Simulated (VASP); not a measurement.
Consider the following.

```xyz
4
Lattice="-1.6137 1.6137 5.3575 1.6137 -1.6137 5.3575 1.6137 1.6137 -5.3575" Properties=species:S:1:pos:R:3 pbc="T T T"
V      1.6137     1.6137     2.6528
V      1.6137     0.0000     5.3315
Si     0.0000     0.0000     1.8046
Si     0.0000     1.6137     4.4833
```
Starting moments (μB, in the order of the record's atoms V V Si Si): 0.1 0.1 0.0 0.0.

These are PBEsol GGA, VASP's PBE PAW potentials (set 64) (plane waves; VASP 6.6.1) values and carry that method's errors. Run with 400 eV cut-off, Gaussian smearing of 0.050 eV, potentials V_sv Si.

Task: Give the spin-up energies of bands 9 to 20 at the high-symmetry points, in eV from the Fermi level.

Result: 
```tsv
band	Γ	X	P	N	M	S	R
9	-10.69	-6.29	-6.29	-7.79	-9.44	-7.67	-6.34
10	-6.93	-6.29	-6.29	-6.90	-9.44	-7.15	-6.34
11	-4.87	-3.33	-3.33	-4.74	-1.88	-5.13	-3.41
12	-1.44	-3.33	-3.33	-4.17	-1.88	-3.58	-3.41
13	-1.09	-2.78	-2.78	-1.73	-1.35	-1.63	-2.68
14	-0.34	-2.78	-2.78	-1.11	-1.35	-1.10	-2.68
15	-0.24	-0.90	-0.89	-0.51	-0.73	-0.64	-0.88
16	-0.24	-0.90	-0.89	-0.48	-0.73	-0.40	-0.88
17	0.31	-0.11	-0.12	-0.30	1.18	-0.33	-0.14
18	0.31	-0.11	-0.12	0.57	1.18	0.41	-0.14
19	0.94	2.22	2.22	1.44	1.74	1.57	2.14
20	1.42	2.23	2.23	1.61	1.74	1.60	2.15
```

Task: Give the spin-down energies of bands 9 to 20 at the high-symmetry points, in eV from the Fermi level.

Result: 
```json
[
 {"band": "9", "Γ": "-10.69", "X": "-6.29", "P": "-6.29", "N": "-7.79", "M": "-9.44", "S": "-7.67", "R": "-6.34"},
 {"band": "10", "Γ": "-6.93", "X": "-6.29", "P": "-6.29", "N": "-6.90", "M": "-9.44", "S": "-7.15", "R": "-6.34"},
 {"band": "11", "Γ": "-4.87", "X": "-3.33", "P": "-3.33", "N": "-4.74", "M": "-1.88", "S": "-5.13", "R": "-3.41"},
 {"band": "12", "Γ": "-1.44", "X": "-3.33", "P": "-3.33", "N": "-4.17", "M": "-1.88", "S": "-3.58", "R": "-3.41"},
 {"band": "13", "Γ": "-1.09", "X": "-2.78", "P": "-2.78", "N": "-1.73", "M": "-1.35", "S": "-1.63", "R": "-2.68"},
 {"band": "14", "Γ": "-0.34", "X": "-2.78", "P": "-2.78", "N": "-1.11", "M": "-1.35", "S": "-1.10", "R": "-2.68"},
 {"band": "15", "Γ": "-0.24", "X": "-0.90", "P": "-0.89", "N": "-0.51", "M": "-0.73", "S": "-0.64", "R": "-0.88"},
 {"band": "16", "Γ": "-0.24", "X": "-0.90", "P": "-0.89", "N": "-0.48", "M": "-0.73", "S": "-0.40", "R": "-0.88"},
 {"band": "17", "Γ": "0.31", "X": "-0.11", "P": "-0.12", "N": "-0.30", "M": "1.18", "S": "-0.33", "R": "-0.14"},
 {"band": "18", "Γ": "0.31", "X": "-0.11", "P": "-0.12", "N": "0.57", "M": "1.18", "S": "0.41", "R": "-0.14"},
 {"band": "19", "Γ": "0.94", "X": "2.22", "P": "2.22", "N": "1.44", "M": "1.74", "S": "1.57", "R": "2.14"},
 {"band": "20", "Γ": "1.42", "X": "2.23", "P": "2.23", "N": "1.61", "M": "1.74", "S": "1.60", "R": "2.14"}
]
```

It has no gap at this level: it comes out as a metal or semimetal.

The structure was generated: VSi was put into the NbAs type (I4_1md), which need not be its known phase. It was relaxed first.
